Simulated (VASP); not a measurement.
# A VASP study of SnAs (r2SCAN + rVV10): structure first, properties next, part 5 of 5

Aim: relax SnAs with r2SCAN + rVV10, compute its properties on that cell and hold them against experiment. Left out of this account: 1 further run (core levels: core levels are not valid at this level). The start is a computed cell from the Materials Project.

VASP 6.6.1, plane waves and PAW; the level of theory is named at each step.

Still holding for the runs below: This run has no spin polarisation. Its electron count is odd, so without a moment it is a metal by construction. The k-mesh is coarse for a metal.

So far. Step 6 (Density of states (r2SCAN + rVV10)): The finer mesh and the other smearing move the Fermi level by +0.08 eV from the 8×8×8 run, one measure of the sampling error in the zero of the bands above. Of the states within 0.3 eV of the Fermi level, the largest shares in the PAW spheres are As p 23 %, Sn p 16 % and Sn s 14 %. The rest lies in smaller channels or between the spheres. The relaxed cell has a = 5.734 Å (conventional setting).

**8. Bands along the symmetry lines (r2SCAN + rVV10 + SOC)**

This step: r2SCAN with rVV10, spin-orbit coupling; plane waves and PAW (Sn_d, As) (VASP 6.6.1).

Levels along the symmetry lines show where the bands peak and cross; KPOINTS_OPT computes them in the converged potential. Spin-orbit coupling needs spinors and the noncollinear program, where each band holds one electron.

The input, INCAR:

```
SYSTEM = SnAs
PREC = Accurate
ENCUT = 400
EDIFF = 1E-06
NELM = 100
ISMEAR = 0
SIGMA = 0.05
LREAL = .FALSE.
ALGO = Normal
METAGGA = R2SCAN
LUSE_VDW = .TRUE.
IVDW_NL = 2
BPARAM = 11.95
CPARAM = 0.0093
LASPH = .TRUE.
LNONCOLLINEAR = .TRUE.
MAGMOM = 0 0 0 0 0 0
NBANDS = 30
GGA_COMPAT = .FALSE.
LSORBIT = .TRUE.
LORBIT = 11
LWAVE = .FALSE.
LCHARG = .FALSE.
KPAR = 2
```

The input, POSCAR:

```
SnAs
1.0
    0.0000000000      2.8671404637      2.8671404637
    2.8671404637      0.0000000000      2.8671404637
    2.8671404637      2.8671404637      0.0000000000
Sn As
1 1
Direct
    0.5000000000      0.5000000000      0.5000000000
    0.0000000000      0.0000000000      0.0000000000
```

The input, KPOINTS:

```
Automatic mesh
0
Gamma
7 7 7
0 0 0
```

The input, KPOINTS_OPT:

```
Line mode
16
Line-mode
Reciprocal
  0.00000000   0.00000000   0.00000000 GAMMA
  0.50000000   0.00000000   0.50000000 X

  0.50000000   0.00000000   0.50000000 X
  0.50000000   0.25000000   0.75000000 W

  0.50000000   0.25000000   0.75000000 W
  0.37500000   0.37500000   0.75000000 K

  0.37500000   0.37500000   0.75000000 K
  0.00000000   0.00000000   0.00000000 GAMMA

  0.00000000   0.00000000   0.00000000 GAMMA
  0.50000000   0.50000000   0.50000000 L

  0.50000000   0.50000000   0.50000000 L
  0.62500000   0.25000000   0.62500000 U

  0.62500000   0.25000000   0.62500000 U
  0.50000000   0.25000000   0.75000000 W

  0.50000000   0.25000000   0.75000000 W
  0.50000000   0.50000000   0.50000000 L

  0.50000000   0.50000000   0.50000000 L
  0.37500000   0.37500000   0.75000000 K

  0.62500000   0.25000000   0.62500000 U
  0.50000000   0.00000000   0.50000000 X
```

PAW data sets: Sn_d and As (PBE family, release 64).

Launch:

```bash
$ mpirun -np 2 vasp_ncl
```

What it wrote:

```text
[... set-up lines as in an earlier step ...]
 entering main loop
       N       E                     dE             d eps       ncg     rms          rms(c)
Total rVV10 correction in eV:      0.4337988    21.5668747
Total rVV10 correction in eV:      0.4337988    21.5668747
DAV:   1     0.119711074163E+03    0.11971E+03   -0.81604E+03  1270   0.149E+03
DAV:   2    -0.224956284691E+02   -0.14221E+03   -0.13711E+03  1224   0.413E+02
DAV:   3    -0.413267895642E+02   -0.18831E+02   -0.18558E+02  1448   0.131E+02
DAV:   4    -0.420367770044E+02   -0.70999E+00   -0.70857E+00  1394   0.274E+01
DAV:   5    -0.420556320597E+02   -0.18855E-01   -0.18854E-01  1638   0.458E+00    0.366E+00
Total rVV10 correction in eV:      0.4353156    21.5668759
Total rVV10 correction in eV:      0.4353156    21.5668759
DAV:   6    -0.391212102166E+02    0.29344E+01   -0.79682E-01  1492   0.150E+01    0.216E+00
Total rVV10 correction in eV:      0.4387393    21.5668759
Total rVV10 correction in eV:      0.4387393    21.5668759
DAV:   7    -0.391200228594E+02    0.11874E-02   -0.80691E-02  1368   0.184E+00    0.109E+00
Total rVV10 correction in eV:      0.4398606    21.5668759
Total rVV10 correction in eV:      0.4398606    21.5668759
DAV:   8    -0.391228113579E+02   -0.27885E-02   -0.50998E-03  1424   0.747E-01    0.523E-01
Total rVV10 correction in eV:      0.4403935    21.5668759
Total rVV10 correction in eV:      0.4403935    21.5668759
DAV:   9    -0.391233677700E+02   -0.55641E-03   -0.53427E-04  1478   0.250E-01    0.163E-01
Total rVV10 correction in eV:      0.4406827    21.5668759
Total rVV10 correction in eV:      0.4406827    21.5668759
DAV:  10    -0.391234969943E+02   -0.12922E-03   -0.16083E-04  1290   0.108E-01    0.459E-02
Total rVV10 correction in eV:      0.4406856    21.5668759
Total rVV10 correction in eV:      0.4406856    21.5668759
DAV:  11    -0.391234984859E+02   -0.14916E-05   -0.42598E-05  1620   0.960E-02    0.159E-02
Total rVV10 correction in eV:      0.4407283    21.5668759
Total rVV10 correction in eV:      0.4407283    21.5668759
DAV:  12    -0.391235005060E+02   -0.20201E-05   -0.40045E-06  1300   0.189E-02    0.366E-03
Total rVV10 correction in eV:      0.4407446    21.5668759
Total rVV10 correction in eV:      0.4407446    21.5668759
DAV:  13    -0.391235010324E+02   -0.52642E-06   -0.62682E-07   830   0.129E-02
Total rVV10 correction in eV:      0.4407531    21.5668759
Total rVV10 correction in eV:      0.4407531    21.5668759
Total rVV10 correction in eV:      0.4407500    21.5668759
Total rVV10 correction in eV:      0.4407500    21.5668759
   1 F= -.39123501E+02 E0= -.39122170E+02  d E =-.266162E-02  mag=     0.0000     0.0000     0.0000
 Start KPOINTS_OPT (optional k-point list driver)
k-point batch [1-20\160]
       N       E                     dE             ncg
DAV:   1     0.535147917494E+03   -0.58002E+04     1286
DAV:   2    -0.241044596714E+04   -0.29456E+04     1226
DAV:   3    -0.279857311812E+04   -0.38813E+03     1540
DAV:   4    -0.281186096533E+04   -0.13288E+02     1424
DAV:   5    -0.281223521097E+04   -0.37425E+00     1690
DAV:   6    -0.281224535613E+04   -0.10145E-01     1650
DAV:   7    -0.281224547912E+04   -0.12300E-03     1704
DAV:   8    -0.281224548360E+04   -0.44761E-05     1402
DAV:   9    -0.281224548371E+04   -0.11219E-06      948
[...]
k-point batch [141-160\160]
       N       E                     dE             ncg
DAV:   1     0.370389760999E+03   -0.11113E+05     1276
DAV:   2    -0.256156721934E+04   -0.29320E+04     1200
DAV:   3    -0.292993872783E+04   -0.36837E+03     1520
DAV:   4    -0.294264701070E+04   -0.12708E+02     1410
DAV:   5    -0.294301083283E+04   -0.36382E+00     1648
DAV:   6    -0.294301978766E+04   -0.89548E-02     1662
DAV:   7    -0.294301998557E+04   -0.19791E-03     1672
DAV:   8    -0.294301998869E+04   -0.31236E-05     1376
DAV:   9    -0.294301998880E+04   -0.10578E-06      882
```

The job ended after 22 min (2 MPI ranks of AMD EPYC 7R43, shared host; peak memory 0.76 GiB; 44 min of CPU time).

From OUTCAR (step 8):

```text
   k-points           NKPTS =     20   k-points in BZ     NKDIM =     20   number of bands    NBANDS=     30

   NELECT =      19.0000    total number of electrons

 E-fermi :   7.0040

 k-point     1 :       0.0000    0.0000    0.0000
  band No.  band energies     occupation
    ...
     16       5.3387      1.00000
     17       5.7663      1.00000
     18       5.7663      1.00000
     19       5.7663      1.00000
     20       5.7663      1.00000
     21      12.1761      0.00000
     22      12.1761      0.00000
     23      12.9203      0.00000
     24      12.9203      0.00000
     25      12.9203      0.00000
    ...

  Total       -0.0050281     -0.0050281     -0.0050281      0.0000000      0.0000000     -0.0000000
  in kB       -0.1708968     -0.1708968     -0.1708968      0.0000000      0.0000000     -0.0000000
  external PRESSURE =      -0.1708968 kB  Pullay stress =       0.0000000 kB

 POSITION                                       TOTAL-FORCE (eV/Angst)
 -----------------------------------------------------------------------------------
      2.86714      2.86714      2.86714         0.000000      0.000000      0.000000
      0.00000      0.00000      0.00000        -0.000000     -0.000000     -0.000000
 -----------------------------------------------------------------------------------
    total drift:                                0.000000      0.000000      0.000000

  FREE ENERGIE OF THE ION-ELECTRON SYSTEM (eV)
  ---------------------------------------------------
  free  energy   TOTEN  =       -39.1235010324 eV

  energy  without entropy=      -39.1208394112  energy(sigma->0) =      -39.12217022

 Spin-Orbit-Coupling matrix elements
 Ion:    1  E_soc:     -0.0906313
 Ion:    2  E_soc:     -0.0254672

 magnetization (x)
# of ion       s       p       d       tot
------------------------------------------
    1       -0.000   0.000   0.000  -0.000
    2        0.000   0.000  -0.000   0.000
--------------------------------------------------
tot         -0.000   0.000   0.000   0.000

 magnetization (y)
# of ion       s       p       d       tot
------------------------------------------
    1       -0.000   0.000  -0.000  -0.000
    2       -0.000   0.000  -0.000  -0.000
--------------------------------------------------
tot         -0.000   0.000  -0.000  -0.000

 magnetization (z)
# of ion       s       p       d       tot
------------------------------------------
    1       -0.000   0.000   0.000   0.000
    2        0.000   0.000   0.000   0.000
--------------------------------------------------
tot         -0.000   0.000   0.000   0.000

[... 6 parts as in an earlier step ...]

[... 10 further parts left out ...]
```

This step gave:

```yaml
scf_cycles: 13
bands: 30
irreducible_k_points: 20
free_energy_toten: -39.12 eV
energy_at_zero_smearing: -39.12 eV
fermi_energy: 7.004 eV
pressure: -0.01709 GPa
```

On-site spin-orbit energy by atom:

| atom | on-site spin-orbit energy (eV) |
| --- | --- |
| Sn1 | -0.0906 |
| As2 | -0.0255 |

Electronic bands along the path, in eV, zero at the Fermi level; # counts the bands kept, so #1 is VASP's band 13:

```
          point     #3     #4     #5     #6     #7     #8    #9   #10
              Γ  -1.67  -1.67  -1.24  -1.24  -1.24  -1.24  5.17  5.17
0.47 of the way  -2.71  -2.71  -2.44  -2.44  -0.71  -0.71  3.80  3.80
              X  -5.74  -5.74  -3.76  -3.76  -3.51  -3.51  2.95  2.95
0.47 of the way  -5.95  -5.95  -4.12  -4.12  -1.98  -1.98  3.84  3.84
              W  -5.19  -5.19  -5.14  -5.14   0.79   0.79  2.22  2.22
0.47 of the way  -5.51  -5.51  -4.29  -4.29  -0.37  -0.37  3.37  3.37
              K  -5.65  -5.65  -2.98  -2.98  -1.93  -1.93  4.74  4.74
0.47 of the way  -3.41  -3.41  -0.67  -0.67   1.28   1.28  1.85  1.85
              Γ  -1.67  -1.67  -1.24  -1.24  -1.24  -1.24  5.17  5.17
0.53 of the way  -1.35  -1.35  -1.10  -1.10   0.79   0.79  2.62  2.62
              L  -0.96  -0.96  -0.78  -0.78   0.89   0.89  1.30  1.30
0.53 of the way  -3.74  -3.74  -2.05  -2.05  -0.67  -0.67  3.08  3.08
              U  -5.65  -5.65  -2.98  -2.98  -1.93  -1.93  4.74  4.74
0.47 of the way  -5.54  -5.54  -4.11  -4.11  -0.61  -0.61  3.60  3.60
              W  -5.19  -5.19  -5.14  -5.14   0.79   0.79  2.22  2.22
0.47 of the way  -3.83  -3.83  -3.29  -3.29   0.58   0.58  1.70  1.70
              L  -0.96  -0.96  -0.78  -0.78   0.89   0.89  1.30  1.30
0.47 of the way  -3.33  -3.33  -1.87  -1.87  -0.44  -0.44  2.77  2.77
              K  -5.65  -5.65  -2.98  -2.98  -1.93  -1.93  4.74  4.74
      jump to U  -5.65  -5.65  -2.98  -2.98  -1.93  -1.93  4.74  4.74
0.53 of the way  -6.06  -6.06  -3.51  -3.51  -3.00  -3.00  3.42  3.42
              X  -5.74  -5.74  -3.76  -3.76  -3.51  -3.51  2.95  2.95
```

Of the projections kept (Sn, As), the largest for each band there; the rest of the weight can lie on other orbitals:

| point | #3 | #4 | #5 | #6 | #7 | #8 | #9 | #10 |
| --- | --- | --- | --- | --- | --- | --- | --- | --- |
| Γ | As 0.68 | As 0.68 | As 0.69 | As 0.69 | As 0.69 | As 0.69 | Sn 0.77 | Sn 0.77 |
| X | Sn 0.84 | Sn 0.84 | As 0.56 | As 0.56 | As 0.56 | As 0.56 | Sn 0.67 | Sn 0.67 |
| W | Sn 0.51 | Sn 0.51 | As 0.51 | As 0.51 | As 0.68 | As 0.68 | Sn 0.83 | Sn 0.83 |
| K | Sn 0.51 | Sn 0.51 | As 0.58 | As 0.58 | Sn 0.61 | Sn 0.61 | As 0.65 | As 0.65 |
| Γ | As 0.68 | As 0.68 | As 0.69 | As 0.69 | As 0.69 | As 0.69 | Sn 0.77 | Sn 0.77 |
| L | As 0.87 | As 0.87 | As 0.86 | As 0.86 | Sn 0.73 | Sn 0.73 | Sn 0.80 | Sn 0.80 |

There is no gap at this level.

Of the bands kept, 2 cross the Fermi level on this path (spinor bands, one electron each).

**9. Summary of results**

```yaml
relaxed_volume: 23.57 Å³/atom
relaxed_conventional_cell_a_b_c: 5.734, 5.734, 5.734 Å
space_group_after_relaxing_within_0p02_a: Fm-3m (No. 225)
band_gap: none, a metal
dos_at_the_fermi_level: 0.715 states/eV/cell
highest_zone_centre_mode: 86.8 cm⁻¹
band_gap_r2scan_rvv10_soc: none, a metal
```

What this shows: With r2SCAN + rVV10, SnAs relaxes to 23.57 Å³/atom in space group Fm-3m (held by the symmetry of the run) and comes out as a metal. Band structure (r2SCAN + rVV10): Of the bands kept, 1 crosses the Fermi level on this path. Zone-centre phonons (r2SCAN + rVV10): The highest mode in this list at Γ, 86.8 cm⁻¹, has its largest share on As (60 % of the kinetic energy). Bands along the symmetry lines (r2SCAN + rVV10 + SOC): Of the bands kept, 2 cross the Fermi level on this path (spinor bands, one electron each). The k-sampling is coarse for a metal, so the Fermi level, pressures and the shape of the cell carry errors. With an odd electron count and no spin the cell is a metal by construction. Modes at Γ alone can't show that the crystal is stable at other wave vectors. No search among competing phases was made, and a listed structure need not be the one stable at ambient conditions. All values are for a static lattice at zero temperature.

Computed beside measured:

| quantity | measured | r2SCAN with rVV10 |
| --- | --- | --- |
| lattice constant a (Å) | 5.721 | 5.734 (+0.2 %) |

Measured values from arxiv:2202.10664 (2022).

Verdict: The lattice constant a is off by +0.2 %: good agreement. The grades are ours: good and fair within 0.7 and 1.5 % for the lattice constant a. For lattice constants the calculation has a static lattice, without zero-point motion or thermal expansion.

[Lines on the potential files, build, host, timing and source positions are cut from VASP's logs without a mark.]

[Logs are printed without paths, hosts, clocks, repeated set-up lines and the standing remarks that a program may print on its own settings, such as how far it seeks lower states.]

[Hosts, paths, dates, database ids (printed as entryN), source tags and the programs' standing remarks are cut or masked in the printed files.]

[A measured line is paired with the nearest computed mode of its activity, which favours agreement.]
